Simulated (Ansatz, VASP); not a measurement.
# Cross-check of Be (Beryllium) between VASP and Ansatz

Wanted: the spread between two codes on one cell, functional and k mesh. The cell is taken from a series of runs on this material, whose earlier steps may have relaxed, scaled, displaced or heated it; both programs get it as it stands.

Method: plane waves, with VASP 6.6.1 beside it; zone-centre phonons at PBEsol, in Ansatz 0.2.0.

**1. The starting structure**

The structure is hexagonal, space group P6_3/mmc (No. 194). The conventional cell has a = 2.241 Å, b = 2.241 Å, c = 3.531 Å, α = 90.00°, β = 90.00°, γ = 120.00°. Nearest to Be lie 12 Be at 2.19 to 2.24 Å.

**2. Ansatz: zone-centre phonons, PBEsol, pair 1**

Ansatz runs on its PAW soft_1 files.

Second derivatives magnify differences that forces hide, and they need a tight electronic threshold.

input.yaml reads:

```yaml
crystal:
  lattice:
    - [2.2408988484, 0.0, 0.0]
    - [-1.1204494242, 1.9406753301, 0.0]
    - [0.0, 0.0, 3.5311481804]
  atoms:
    - { symbol: Be, position: [0.3333333333, 0.6666666667, 0.25] }
    - { symbol: Be, position: [0.6666666667, 0.3333333333, 0.75] }
kpoints:
  mp_grid: { grid: [24, 24, 12] }
hamiltonian:
  xc: pbesol
  pseudopotentials: { kind: paw, azcp: { folder: soft_1 }, xc_functional: pbe }
scf:
  occupations: { method: methfessel_paxton, width: 0.2 }
output:
  eigenvalues: true
phonons:
  method: dfpt
```

Run with:

```
$ ansatz run input.yaml --threads 4 --pin off --max-ram 10240MiB --backend cpu --events-out ev --progress --plain --runs-dir out
```

Numbers of over 12 decimals in the logs are rounded to 6 here.

Log:

```text
zone centre: on kpoints.mp_grid the ground state, and the responses unless they are solved on pairs of k-points, stand on 1099 of the mesh's 6912 k-points, reduced under 4 symmetry operations, with k and −k counted as one. Each operation leaves every solved displacement unchanged or reverses it
Engine: ansatz 0.2.0, x86_64-unknown-linux-gnu
Pseudopotentials: kind: paw
Pseudopotential: Be, paw, valence charge 2, recommended cutoff 420 eV (normal), soft_1/Be.paw.azcp
Functional definition: PBEsol
  exchange = pbesol_x
  correlation = pbesol_c
Crystal: 2 atoms, lattice volume = 15.356 Å³
Basis set: ecut = 420 eV, 299 PW (Γ), exchange–correlation on 30×30×48 points (8 copies of the dense FFT grid, shifted against one another)
Bands: 6, of which v1, the nominal top of the filled ones, is band 2 counted from 1 (1 counted from 0)
Symmetry: 24 space group operations
k-points: 1099 of 6912 (irreducible under 4 space group operations, time reversal used)
Non-local potential: Be, projectors of the file, l = 0: 2, l = 1: 2, l = 2: 1
PAW form: soft (Blöchl's): semilocal exchange-correlation on the pseudo side does not see the compensation charge
PAW frozen core: Be, regenerated for the run's functional, and the local potential with it (the file was generated under x = pbe(κ = 0.804, μ = 0.219515), c = pbe(β = 0.066725))
PAW one-centre angular grid: Be, 110 points (default); XC on 64 Gauss nodes
Initial density: superposition of atomic densities (chi_scale 0.1, normalization cell)
Initial wavefunctions: pseudopotential atomic-orbital guess
Functional: x = pbesol(κ = 0.804, μ = 0.123457), c = pbesol(β = 0.046)
SCF iter   1: F=—  HF=-180.714624 eV  |F-HF|=—  |Δ(HF+E_count)|=         —  Δρ=1.47e-2  dr2=2.38e-2  ethr=3.10e-3  ⟨swp⟩=4.5  Hψ=53689  notcnv=0
preconditioner: auto → none  [metal: Δε(μ)=0.022 eV  Ē_g=13.154 eV  σ=0.200 eV  W_gap=0.09  n_scr=2 (ndim 8)  ℏωp=19.0 eV  f_vac=0.000  D(μ)=0.21/eV (n_scr^D=0)  sad-step TF]
SCF iter   2: F=—  HF=-180.700069 eV  |F-HF|=—  |Δ(HF+E_count)|=   1.46e-2  S|Δr|=    0.00e0  Δρ=8.89e-3  dr2=8.99e-3  ethr=5.96e-4  ⟨swp⟩=1.0  Hψ=15386  notcnv=0
SCF iter   3: F=—  HF=-180.696352 eV  |F-HF|=—  |Δ(HF+E_count)|=   3.72e-3  S|Δr|=    0.00e0  Δρ=4.60e-4  dr2=2.73e-5  ethr=2.25e-4  ⟨swp⟩=1.0  Hψ=6594  notcnv=0
SCF iter   4: F=—  HF=-180.696339 eV  |F-HF|=—  |Δ(HF+E_count)|=   1.30e-5  S|Δr|=    0.00e0  Δρ=3.13e-5  dr2=9.69e-8  ethr=6.81e-7  ⟨swp⟩=1.0  Hψ=6600  notcnv=0
SCF iter   5: F=—  HF=-180.696339 eV  |F-HF|=—  |Δ(HF+E_count)|=   2.71e-8  S|Δr|=    0.00e0  Δρ=6.28e-6  dr2=3.85e-9  ethr=2.42e-9  ⟨swp⟩=1.9  Hψ=8148  notcnv=0
SCF iter   6: F=-180.696339 eV  HF=-180.696339 eV  |F-HF|=1.48e-12  |Δ(HF+E_count)|=   1.65e-9  S|Δr|=    0.00e0  Δρ=2.09e-7  dr2=5.30e-12  ethr=1.00e-12  ⟨swp⟩=4.0  Hψ=23153  notcnv=0
SCF 1 converged in 6 iterations: F = -180.696339 eV  dr2 = 5.30e-12
  greatest PAW one-centre occupation: 0.364 electrons in one spin orbital (limit 2), on the Be atom at site 1 (counted from 0), in its partial waves of l = 0
DFPT response loops at Γ: preconditioner auto → Kerker (q_TF=auto, 2.180 Å⁻¹) (partly filled bands, converged f_vac=0.000); β = 1.00, the filter's whole step (`scf.mixing.beta` (0.50) is not read by the response loops under this deck's `scf.mixing.preconditioner`; to damp them name `kerker` or `kerker_dos`, under which they read `scf.mixing.beta`, and type it under 1.00, their step now; both keys bind the ground state too); Broyden in place of MSR1
SCF converged after 6 iterations
Stability not checked: this state was not tested for a lower state beside it, because cold or Methfessel-Paxton smearing, or corrected tetrahedra, fill the levels in a way that the test cannot read (fill_not_monotonic; see scf.lower_state_search)
Free energy (F): -180.696339 eV
Harris-Foulkes:  -180.696339 eV  (|F-HF|=1.48e-12)
Internal energy: -180.695849 eV  (E = F + TS)
E sigma→0 (E₀):  -180.696216 eV
Entropy (-TS):   -0.000490 eV (-0.245 meV/atom)
Fermi energy:    8.336302 eV
--- Per-component energies (eV) ---
  E_band       = 12.911155
  E_kinetic    = 43.537738
  E_local      = 6.600406  (includes V_loc(G=0)·N_el)
  E_nonlocal   = 7.634256
  E_hartree    = 0.079413
  E_xc         = -40.916591
  E_vxc        = -41.987188  (∫ρ·V_xc dr)
  E_paw        = -113.342700  (= ΣΔE_a)
  E_vpaw       = -3.032880  (= ΣTr[D̂ρ^β])
  E_aug_tail   = -0.000001  (compensation charges beyond the density's cutoff)
  E_ewald      = -84.307432
  E_core_change = 0.019063  (= ΣΔE_core)
  E_smearing   = -0.000490  (= −TS)
  E_closure    = 0.000000  (closes the sum)
  Σ components = -180.696339   (vs F -180.696339, Δ=0.00e0)
--- Band table (eV; the first three rows and the last of 1099) ---
  k-point 0: bands = ["-3.1216", "3.8063", "9.5822", "24.7462", "24.7462", "27.6507"]
  k-point 1: bands = ["-3.0610", "3.4497", "10.0822", "24.8024", "24.8024", "27.6323"]
  k-point 2: bands = ["-2.8792", "2.6260", "11.3349", "24.9685", "24.9685", "27.5668"]
  k-point 1098: bands = ["4.3922", "4.3922", "11.9893", "11.9893", "16.1441", "16.1441"]
--- Phonons (Γ-DFPT): 2 representative perturbations + reference, on 1099 of 6912 k-points (Σ response iterations 6) ---
  k mesh reduced under 4 symmetry operations, with k and −k counted as one. Each operation leaves every solved displacement unchanged or reverses it
  ASR residual: 5.561e-5 → 0.000e0 eV/Å²; symmetrization residual: 3.461e-15 eV/Å²
  ASR residual per site (eV/Å²): 5.56e-5 5.56e-5
  Γ frequencies (cm⁻¹): 0.00 0.00 0.00 473.34 473.34 720.80
  non-analytic LO–TO correction: not included (Born effective charges unavailable; polar crystals: no LO–TO splitting at Γ)
```

**3. VASP: zone-centre phonons, PBEsol, pair 1**

The same cell, functional, mesh and smearing now go to VASP, with its own data sets.

Lines of VASP's logs that name or quote its potential files are left out, and so is its time.

INCAR reads:

```
SYSTEM = Be
PREC = Accurate
ENCUT = 600
EDIFF = 1E-08
NELM = 120
ISMEAR = 1
SIGMA = 0.2
LREAL = .FALSE.
ALGO = Normal
GGA = PS
NBANDS = 8
LORBIT = 11
LWAVE = .FALSE.
LCHARG = .FALSE.
ISIF = 2
IBRION = 8
LASPH = .TRUE.
GGA_COMPAT = .FALSE.
KPAR = 2
```

POSCAR reads:

```
Be
1.0
    2.2408988484      0.0000000000      0.0000000000
   -1.1204494242      1.9406753301      0.0000000000
    0.0000000000      0.0000000000      3.5311481804
Be
2
Direct
    0.3333333333      0.6666666667      0.2500000000
    0.6666666667      0.3333333333      0.7500000000
```

KPOINTS reads:

```
Automatic mesh
0
Gamma
24 24 12
0 0 0
```

PAW data sets: Be (PBE family, release 64).

Run with:

```
$ mpirun -np 2 vasp_std
```

Log:

```text
[banner, memory and clock lines left out]
running    2 mpi-ranks, on    1 nodes
 distrk:  each k-point on    1 cores,    2 groups
 distr:  one band on    1 cores,    1 groups

 POSCAR found type information on POSCAR Be
 POSCAR found :  1 types and       2 ions
|                                                                             |
|               ----> ADVICE to this user running VASP <----                  |
|                                                                             |
|     You enforced a specific xc type in the INCAR file but a different       |
|     [... a line on the potential file left out ...]
|     I HOPE YOU KNOW WHAT YOU ARE DOING!                                     |
|                                                                             |

 LDA part: xc-table for (Slater+PW92), standard interpolation
 POSCAR, INCAR and KPOINTS ok, starting setup
 FFT: planning ... GRIDC
 FFT: planning ... GRID_SOFT
 FFT: planning ... GRID
 WAVECAR not read
 entering main loop
       N       E                     dE             d eps       ncg     rms          rms(c)
DAV:   1    -0.305391181891E+01   -0.30539E+01   -0.19471E+03  6856   0.459E+02
DAV:   2    -0.800526512725E+01   -0.49514E+01   -0.47909E+01 10904   0.562E+01
DAV:   3    -0.802579953281E+01   -0.20534E-01   -0.20445E-01  7384   0.308E+00
DAV:   4    -0.802581715803E+01   -0.17625E-04   -0.17625E-04 10096   0.879E-02
DAV:   5    -0.802581715875E+01   -0.71444E-09   -0.10628E-08  7416   0.445E-04    0.128E+00
DAV:   6    -0.800121658457E+01    0.24601E-01   -0.29481E-03  7144   0.623E-01    0.778E-01
DAV:   7    -0.799108877318E+01    0.10128E-01   -0.40543E-03  7624   0.635E-01    0.158E-02
DAV:   8    -0.799108616644E+01    0.26067E-05   -0.12389E-05  7744   0.285E-02    0.671E-03
DAV:   9    -0.799108685473E+01   -0.68829E-06   -0.48088E-07  8808   0.499E-03    0.460E-04
DAV:  10    -0.799108685793E+01   -0.31995E-08   -0.31401E-10  7584   0.139E-04
   1 F= -.79910869E+01 E0= -.79909234E+01  d E =-.490494E-03
 Linear response reoptimize wavefunctions to high precision
DAV:   1    -0.799108685349E+01    0.44380E-08   -0.10027E-10  7232   0.881E-05
DAV:   2    -0.799108685349E+01   -0.18474E-12   -0.17476E-12  3584   0.110E-05
 Linear response DOF=           2
 Linear response progress:
  Degree of freedom:   1/  2
       N       E                     dE             d eps       ncg     rms          rms(c)
RMM:   1    -0.674707028233E-02   -0.67471E-02   -0.24041E-03 71484   0.285E-01
RMM:   2    -0.674116406076E-02    0.59062E-05   -0.19021E-05 51088   0.300E-02    0.236E-02
RMM:   3    -0.674546350340E-02   -0.42994E-05   -0.63393E-07 51358   0.516E-03    0.141E-02
RMM:   4    -0.676767547059E-02   -0.22212E-04   -0.13957E-06 51684   0.716E-03    0.293E-04
RMM:   5    -0.676763855242E-02    0.36918E-07    0.10773E-09 52355   0.341E-04    0.115E-04
RMM:   6    -0.676761977428E-02    0.18778E-07    0.26510E-10 52106   0.466E-05    0.398E-06
RMM:   7    -0.676761324251E-02    0.65318E-08    0.11508E-10 48726   0.298E-06    0.181E-06
 first order change of Fermi-energy   0.18540E-05
 force on displaced ion       1 direction 1 :  -3.717   0.000   0.000
 Linear response progress:
  Degree of freedom:   2/  2
       N       E                     dE             d eps       ncg     rms          rms(c)
RMM:   1    -0.173919721414E-01   -0.17392E-01    0.26626E-02 25154   0.666E-01
RMM:   2    -0.152790515565E-01    0.21129E-02    0.25287E-03 16200   0.918E-02    0.108E-01
RMM:   3    -0.148311080648E-01    0.44794E-03    0.11153E-03 15971   0.932E-02    0.402E-02
RMM:   4    -0.150671515194E-01   -0.23604E-03    0.21389E-04 16410   0.530E-02    0.413E-03
RMM:   5    -0.151036270927E-01   -0.36476E-04   -0.29390E-05 17032   0.383E-03    0.604E-04
RMM:   6    -0.151020872329E-01    0.15399E-05   -0.46096E-06 16910   0.386E-04    0.713E-05
RMM:   7    -0.151014530594E-01    0.63417E-06   -0.81438E-07 17395   0.402E-05    0.178E-05
RMM:   8    -0.151014169582E-01    0.36101E-07    0.43844E-08 16632   0.143E-05    0.670E-07
RMM:   9    -0.151014213349E-01   -0.43767E-08    0.54662E-09 16297   0.182E-06    0.245E-07
 first order change of Fermi-energy   0.44847E-05
 force on displaced ion       1 direction 3 :   0.000   0.000  -8.777
 Linear response finished
```

From OUTCAR (step 3):

```text
ion  position               nearest neighbor table
   1  0.333  0.667  0.250-   2 2.19   2 2.19   2 2.19   2 2.19   2 2.19   2 2.19
   2  0.667  0.333  0.750-   1 2.19   1 2.19   1 2.19   1 2.19   1 2.19   1 2.19

  LATTYP: Found a hexagonal cell.
 ALAT       =     2.2408988484
 C/A-ratio  =     1.5757731247

 Subroutine GETGRP returns: Found 24 space group operations
 (whereof 12 operations were pure point group operations)

The static configuration has the point symmetry D_3d.
 The point group associated with its full space group is D_6h.

 Found    427 irreducible k-points:

   k-points           NKPTS =    427   k-points in BZ     NKDIM =    427   number of bands    NBANDS=      8

   dimension x,y,z NGX =    18 NGY =   18 NGZ =   28
   dimension x,y,z NGXF=    36 NGYF=   36 NGZF=   56

   ENCUT  =  600.0 eV  44.10 Ry    6.64 a.u.   4.48  4.48  7.05*2*pi/ulx,y,z

   NELECT =       4.0000    total number of electrons

 k-points in reciprocal lattice and weights: Automatic mesh
   0.00000000  0.00000000  0.00000000       0.000
   0.04166667  0.00000000  0.00000000       0.001
   0.08333333  0.00000000  0.00000000       0.001
   0.12500000  0.00000000  0.00000000       0.001
   0.16666667  0.00000000  0.00000000       0.001
   0.20833333  0.00000000  0.00000000       0.001
   0.25000000  0.00000000  0.00000000       0.001
   0.29166667  0.00000000  0.00000000       0.001
   0.33333333  0.00000000  0.00000000       0.001
[...]
0.33333333  0.29166667  0.50000000       0.002
   0.33333333  0.33333333  0.50000000       0.000

 average (electrostatic) potential at core
       1 -32.5542       2 -32.5542

  Total        0.2881660      0.2881660      0.2957664      0.0000000      0.0000000      0.0000000
  in kB       30.0650762     30.0650762     30.8580373      0.0000000      0.0000000      0.0000000
  external PRESSURE =      30.3293966 kB  Pullay stress =       0.0000000 kB

  energy-cutoff  :      600.00
  volume of cell :       15.36
      direct lattice vectors                 reciprocal lattice vectors
     2.240898848  0.000000000  0.000000000     0.446249504  0.257642271  0.000000000
    -1.120449424  1.940675330  0.000000000     0.000000000  0.515284543  0.000000000
     0.000000000  0.000000000  3.531148180     0.000000000  0.000000000  0.283194006

 POSITION                                       TOTAL-FORCE (eV/Angst)
 -----------------------------------------------------------------------------------
     -0.00000      1.29378      0.88279         0.000000      0.000000      0.000000
      1.12045      0.64689      2.64836        -0.000000     -0.000000      0.000000
 -----------------------------------------------------------------------------------
    total drift:                                0.000000     -0.000000      0.000000

 Eigenvectors and eigenvalues of the dynamical matrix
 ----------------------------------------------------

   1 f  =   21.817599 THz   137.084017 2PiTHz  727.756765 cm-1    90.230298 meV
             X         Y         Z           dx          dy          dz
     -0.000000  1.293784  0.882787     0.000000   -0.000000   -0.707107
      1.120449  0.646892  2.648361    -0.000000    0.000000    0.707107

   2 f  =   14.198144 THz    89.209570 2PiTHz  473.599106 cm-1    58.718779 meV
             X         Y         Z           dx          dy          dz
     -0.000000  1.293784  0.882787     0.000000   -0.707107   -0.000000
      1.120449  0.646892  2.648361     0.000000    0.707107   -0.000000

   3 f  =   14.198144 THz    89.209570 2PiTHz  473.599106 cm-1    58.718779 meV
             X         Y         Z           dx          dy          dz
     -0.000000  1.293784  0.882787     0.707107   -0.000000    0.000000
      1.120449  0.646892  2.648361    -0.707107   -0.000000    0.000000

   4 f  =    0.000000 THz     0.000001 2PiTHz    0.000005 cm-1     0.000001 meV
             X         Y         Z           dx          dy          dz
     -0.000000  1.293784  0.882787     0.000000    0.601501   -0.371748
      1.120449  0.646892  2.648361     0.000000    0.601501   -0.371748

   5 f  =    0.000000 THz     0.000000 2PiTHz    0.000000 cm-1     0.000000 meV
             X         Y         Z           dx          dy          dz
     -0.000000  1.293784  0.882787     0.707107   -0.000000    0.000000
      1.120449  0.646892  2.648361     0.707107   -0.000000    0.000000

   6 f/i=    0.000000 THz     0.000001 2PiTHz    0.000003 cm-1     0.000000 meV
             X         Y         Z           dx          dy          dz
     -0.000000  1.293784  0.882787    -0.000000   -0.371748   -0.601501
      1.120449  0.646892  2.648361    -0.000000   -0.371748   -0.601501

 ELASTIC MODULI CONTR FROM IONIC RELAXATION (kBar)
 Direction    XX          YY          ZZ          XY          YZ          ZX
 --------------------------------------------------------------------------------
 XX        -270.3312    270.3312     -0.0000      0.0000      0.0000      0.0000
 YY         270.3312   -270.3312      0.0000     -0.0000      0.0000      0.0000
 ZZ          -0.0000      0.0000     -0.0000     -0.0000      0.0000      0.0000
 XY           0.0000     -0.0000     -0.0000   -270.3312      0.0000      0.0000
 YZ           0.0000      0.0000      0.0000      0.0000      0.0000      0.0000
 ZX           0.0000      0.0000      0.0000      0.0000      0.0000      0.0000
 --------------------------------------------------------------------------------
```

**4. Comparison**

Known differences besides the potentials themselves: the cutoff is 420 eV in Ansatz and 600 eV in VASP; Ansatz makes its cores anew for this functional, VASP keeps those of its PBE data sets. Total energies have different zeros and are not compared.

Both answers:

```tsv
quantity	Ansatz	VASP	difference
optical mode 1 to 2 (cm⁻¹)	473.3	473.6	-0.05 %
optical mode 3 (cm⁻¹)	720.8	727.8	-0.96 %
```

Modes are paired by rising frequency, not by their patterns, so a pair may set unlike modes beside each other; they are those without the splitting of longitudinal modes.

(Continued in part 2 of 2.)

[Lines on the potential files, build, host, timing and source positions are cut from VASP's logs without a mark.]

[Logs are printed without paths, hosts, clocks, repeated set-up lines and the standing remarks that a program may print on its own settings, such as how far it seeks lower states.]

[Hosts, paths, dates, database ids (printed as entryN), source tags and the programs' standing remarks are cut or masked in the printed files.]
